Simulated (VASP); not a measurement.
## Sc on the Cu site in Cu

How easily does Sc on the Cu site form in Cu? The host is relaxed first, then a supercell is run with and without the defect.

Main program and level: VASP 6.6.1; PBEsol; plane waves and PAW (Cu), in the first sound run; inputs show where later runs differ.

### Step 1. The host crystal

Symmetry: Fm-3m, No. 225, cubic system. The conventional cell has a = 3.610 Å, b = 3.610 Å, c = 3.610 Å, α = 90.00°, β = 90.00°, γ = 90.00°. Nearest to Cu lie 12 Cu at 2.55 Å.

### Step 2. Relaxing the host crystal

First cell and atoms are relaxed at a raised cutoff, so that later runs start from this functional's own cell.

INCAR

```
SYSTEM = Cu
PREC = Accurate
ENCUT = 390
EDIFF = 1E-06
NELM = 120
ISMEAR = 1
SIGMA = 0.15
LREAL = .FALSE.
ALGO = Normal
GGA = PS
NBANDS = 11
LORBIT = 11
LWAVE = .FALSE.
LCHARG = .FALSE.
KPAR = 4
IBRION = 2
NSW = 40
ISIF = 3
EDIFFG = -0.02
POTIM = 0.4
```

POSCAR

```
Cu
1.0
    0.0000000000      1.8050000000      1.8050000000
    1.8050000000      0.0000000000      1.8050000000
    1.8050000000      1.8050000000      0.0000000000
Cu
1
Direct
    0.0000000000      0.0000000000      0.0000000000
```

KPOINTS

```
Automatic mesh
0
Gamma
16 16 16
0 0 0
```

Potentials, in the order of the species: Cu (PBE family, release 64).

Launch:

```bash
> mpirun -np 4 vasp_std
```

Output:

```text
[banner, memory and clock lines left out]
running    4 mpi-ranks, on    1 nodes
 distrk:  each k-point on    1 cores,    4 groups
 distr:  one band on    1 cores,    1 groups

 POSCAR found type information on POSCAR Cu
 POSCAR found :  1 types and       1 ions
|                                                                             |
|               ----> ADVICE to this user running VASP <----                  |
|                                                                             |
|     You enforced a specific xc type in the INCAR file but a different       |
|     [... a line on the potential file left out ...]
|     I HOPE YOU KNOW WHAT YOU ARE DOING!                                     |
|                                                                             |

 LDA part: xc-table for (Slater+PW92), standard interpolation
 POSCAR, INCAR and KPOINTS ok, starting setup
 FFT: planning ... GRIDC
 FFT: planning ... GRID_SOFT
 FFT: planning ... GRID
 WAVECAR not read
 entering main loop
       N       E                     dE             d eps       ncg     rms          rms(c)
DAV:   1     0.340804578443E+02    0.34080E+02   -0.45942E+03  3505   0.136E+03
DAV:   2    -0.458405292469E+01   -0.38665E+02   -0.35831E+02  3259   0.181E+02
DAV:   3    -0.537868416633E+01   -0.79463E+00   -0.78943E+00  3616   0.325E+01
DAV:   4    -0.538322006441E+01   -0.45359E-02   -0.45355E-02  3553   0.215E+00
DAV:   5    -0.538326872069E+01   -0.48656E-04   -0.48655E-04  3603   0.226E-01    0.837E+00
DAV:   6    -0.476971112613E+01    0.61356E+00   -0.18430E+01  3687   0.856E+01    0.439E+00
DAV:   7    -0.431661276510E+01    0.45310E+00   -0.28710E+00  3685   0.336E+01    0.541E-01
DAV:   8    -0.430556290265E+01    0.11050E-01   -0.69475E-03  3722   0.152E+00    0.350E-01
DAV:   9    -0.430336912128E+01    0.21938E-02   -0.13103E-02  3716   0.206E+00    0.280E-02
DAV:  10    -0.430337232069E+01   -0.31994E-05   -0.53183E-05  4698   0.130E-01    0.629E-03
DAV:  11    -0.430337350506E+01   -0.11844E-05   -0.54048E-07  2328   0.144E-02    0.480E-04
DAV:  12    -0.430337348962E+01    0.15441E-07   -0.63342E-08  1796   0.301E-03
   1 F= -.43033735E+01 E0= -.43033685E+01  d E =-.430337E+01
 curvature:   0.00 expect dE= 0.000E+00 dE for cont linesearch  0.000E+00
 trial: gam= 0.00000 g(F)=  0.234E-62 g(S)=  0.210E-01 ort = 0.000E+00 (trialstep = 0.100E+01)
 search vector abs. value=  0.210E-01
 bond charge predicted
       N       E                     dE             d eps       ncg     rms          rms(c)
DAV:   1    -0.491642016472E+01   -0.61305E+00   -0.97447E+00  3736   0.663E+01    0.659E+00
DAV:   2    -0.454135329067E+01    0.37507E+00   -0.89457E+00  3643   0.594E+01    0.276E+00
DAV:   3    -0.432511897933E+01    0.21623E+00   -0.13488E+00  3658   0.233E+01    0.815E-01
DAV:   4    -0.431165369188E+01    0.13465E-01   -0.10022E-02  3576   0.127E+00    0.114E-01
DAV:   5    -0.431115490836E+01    0.49878E-03   -0.32895E-03  3722   0.116E+00    0.340E-02
DAV:   6    -0.431113747109E+01    0.17437E-04   -0.46467E-05  4501   0.114E-01    0.630E-03
DAV:   7    -0.431113616292E+01    0.13082E-05   -0.25530E-06  2145   0.278E-02    0.640E-04
DAV:   8    -0.431113627561E+01   -0.11269E-06   -0.92925E-08  1700   0.445E-03
   2 F= -.43111363E+01 E0= -.43111517E+01  d E =-.776279E-02
 trial-energy change:   -0.007763  1 .order   -0.007244   -0.020951    0.006463
 step:   0.7835(harm=  0.7642)  dis= 0.00000  next Energy=    -4.311831 (dE=-0.846E-02)
 bond charge predicted
       N       E                     dE             d eps       ncg     rms          rms(c)
DAV:   1    -0.433924322252E+01   -0.28107E-01   -0.46839E-01  3730   0.155E+01    0.136E+00
DAV:   2    -0.432046524543E+01    0.18778E-01   -0.35919E-01  3637   0.117E+01    0.520E-01
DAV:   3    -0.431258354419E+01    0.78817E-02   -0.55060E-02  3631   0.473E+00    0.195E-01
DAV:   4    -0.431182781693E+01    0.75573E-03   -0.10475E-03  3871   0.358E-01    0.108E-02
DAV:   5    -0.431182917879E+01   -0.13619E-05   -0.92978E-06  3702   0.459E-02    0.617E-03
DAV:   6    -0.431182942635E+01   -0.24756E-06   -0.14016E-06  2107   0.191E-02
   3 F= -.43118294E+01 E0= -.43118432E+01  d E =-.845594E-02
 curvature:  -0.38 expect dE=-0.307E-08 dE for cont linesearch -0.307E-08
 trial: gam=-0.00062 g(F)=  0.469E-64 g(S)=  0.809E-08 ort = 0.130E-04 (trialstep = 0.957E+00)
 search vector abs. value=  0.100E-09
 reached required accuracy - stopping structural energy minimisation
```

Run time: 3.2 s. Hardware: 4 MPI ranks of Intel Xeon 6975P-C (Granite Rapids), shared host; peak memory 0.46 GiB.

Lines that name or quote the potential files are left out of all logs, and their timing lines are given in words.

Parts of OUTCAR (step 2):

```text
ion  position               nearest neighbor table
   1  0.000  0.000  0.000-

  LATTYP: Found a face centered cubic cell.
 ALAT       =     3.6100000000

 Subroutine GETGRP returns: Found 48 space group operations
 (whereof 48 operations were pure point group operations)

The static configuration has the point symmetry O_h .

 Found    145 irreducible k-points:

   k-points           NKPTS =    145   k-points in BZ     NKDIM =    145   number of bands    NBANDS=     11

   dimension x,y,z NGX =    16 NGY =   16 NGZ =   16
   dimension x,y,z NGXF=    32 NGYF=   32 NGZF=   32

   ENCUT  =  390.0 eV  28.66 Ry    5.35 a.u.   4.11  4.11  4.11*2*pi/ulx,y,z

   NELECT =      11.0000    total number of electrons

 k-points in reciprocal lattice and weights: Automatic mesh
   0.00000000  0.00000000  0.00000000       0.000
   0.06250000  0.00000000  0.00000000       0.002
   0.12500000  0.00000000  0.00000000       0.002
   0.18750000  0.00000000  0.00000000       0.002
   0.25000000  0.00000000  0.00000000       0.002
   0.31250000  0.00000000  0.00000000       0.002
   0.37500000  0.00000000  0.00000000       0.002
   0.43750000  0.00000000  0.00000000       0.002
   0.50000000  0.00000000  0.00000000       0.001
[...]
-0.31250000  0.50000000  0.18750000       0.003
  -0.25000000  0.50000000  0.25000000       0.001

 average (electrostatic) potential at core
       1 -63.1285

 E-fermi :   7.9006

 k-point     1 :       0.0000    0.0000    0.0000
  band No.  band energies     occupation
    ...
      2       4.7875      2.00000
      3       4.7875      2.00000
      4       4.7875      2.00000
      5       5.6790      2.00000
      6       5.6790      2.00000
      7      30.8700      0.00000
      8      33.8174      0.00000
      9      33.8174      0.00000
     10      33.8174      0.00000
     11      36.3365      0.00000

 k-point     2 :       0.0625    0.0000    0.0000
  band No.  band energies     occupation
    ...
      2       4.7547      2.00000
      3       4.8163      2.00000
      4       4.8163      2.00000
      5       5.6675      2.00000
      6       5.6675      2.00000
      7      30.0672      0.00000
      8      32.2077      0.00000
      9      33.3673      0.00000
     10      33.3674      0.00000
     11      36.9863      0.00000

 k-point     3 :       0.1250    0.0000    0.0000
  band No.  band energies     occupation
    ...
      2       4.6675      2.00000
      3       4.8872      2.00000
      4       4.8872      2.00000
      5       5.6467      2.00000
      6       5.6467      2.00000
      7      27.1903      0.00000
      8      31.5929      0.00000
      9      32.6008      0.00000
     10      32.6009      0.00000
     11      38.1942      0.00000

  Total       -0.0002644     -0.0002644     -0.0002644      0.0000000      0.0000000      0.0000000
  in kB       -0.0374426     -0.0374426     -0.0374426      0.0000000      0.0000000      0.0000000
  external PRESSURE =      -0.0374426 kB  Pullay stress =       0.0000000 kB

  energy-cutoff  :      390.00
  volume of cell :       11.31
      direct lattice vectors                 reciprocal lattice vectors
     0.000000000  1.781782141  1.781782141    -0.280617921  0.280617921  0.280617921
     1.781782141 -0.000000000  1.781782141     0.280617921 -0.280617921  0.280617921
     1.781782141  1.781782141 -0.000000000     0.280617921  0.280617921 -0.280617921

 POSITION                                       TOTAL-FORCE (eV/Angst)
 -----------------------------------------------------------------------------------
      0.00000      0.00000      0.00000         0.000000      0.000000      0.000000
 -----------------------------------------------------------------------------------
    total drift:                                0.000000      0.000000     -0.000000

  FREE ENERGIE OF THE ION-ELECTRON SYSTEM (eV)
  ---------------------------------------------------
  free  energy   TOTEN  =        -4.3118294264 eV

  energy  without entropy=       -4.3118706231  energy(sigma->0) =       -4.31184316

 reached required accuracy - stopping structural energy minimisation

 total charge
# of ion       s       p       d       tot
------------------------------------------
    1        0.466   0.417   9.171  10.054

[... 3 further parts left out ...]
```

CONTCAR:

```
Cu
   1.00000000000000
     0.0000000000000000    1.7817821411283579    1.7817821411283579
     1.7817821411283579   -0.0000000000000000    1.7817821411283579
     1.7817821411283579    1.7817821411283579   -0.0000000000000000
  Cu
     1
Direct
     0.0000000000000000    0.0000000000000000    0.0000000000000000
```

This run has no spin polarisation. Its electron count is odd, so without a moment it is a metal by construction. The PAW data sets were made with PBE, which is usual practice but a small mismatch for other functionals. The run keeps the 48 symmetry operations of its start, so it cannot find a distortion of lower symmetry.

The steps of the relaxation:

| step | energy less that of the first step (eV) | largest force (eV/Å) | pressure (GPa) | volume (Å³) |
| --- | --- | --- | --- | --- |
| 1 | 0.0000 | 0.0000 | -5.79 | 11.76 |
| 2 | -0.0078 | 0.0000 | 1.88 | 11.19 |
| 3 | -0.0085 | 0.0000 | 0.00 | 11.31 |

| conventional cell, symmetrised | before | after | change |
| --- | --- | --- | --- |
| a (Å) | 3.610 | 3.564 | -1.3 % |
| b (Å) | 3.610 | 3.564 | -1.3 % |
| c (Å) | 3.610 | 3.564 | -1.3 % |
| volume (Å³/atom) | 11.76 | 11.31 | -3.8 % |

Final coordinates:

```xyz
1
Lattice="0.0000 1.7818 1.7818 1.7818 0.0000 1.7818 1.7818 1.7818 0.0000" Properties=species:S:1:pos:R:3 pbc="T T T"
Cu    0.0000    0.0000    0.0000
```

Numbers from this step:

- electronic cycles: 26
- electrons: 11
- free energy (TOTEN): -4.312 eV
- Fermi energy: 7.901 eV
- labelled metallic, from the levels on this mesh: yes

The run ended after 3 ionic steps, 0.008 eV below its first step, once forces and stress met EDIFFG = -0.02.

[end of part 1 of 4]

[Lines on the potential files, build, host, timing and source positions are cut from VASP's logs without a mark.]

[Logs are printed without paths, hosts, clocks, repeated set-up lines and the standing remarks that a program may print on its own settings, such as how far it seeks lower states.]

[Hosts, paths, dates, database ids (printed as entryN), source tags and the programs' standing remarks are cut or masked in the printed files.]

[In band tables of VASP the shares of atoms and orbitals are scaled to a sum of 1 inside the atoms' spheres.]

[Runs that stopped without an error message from VASP are left out.]
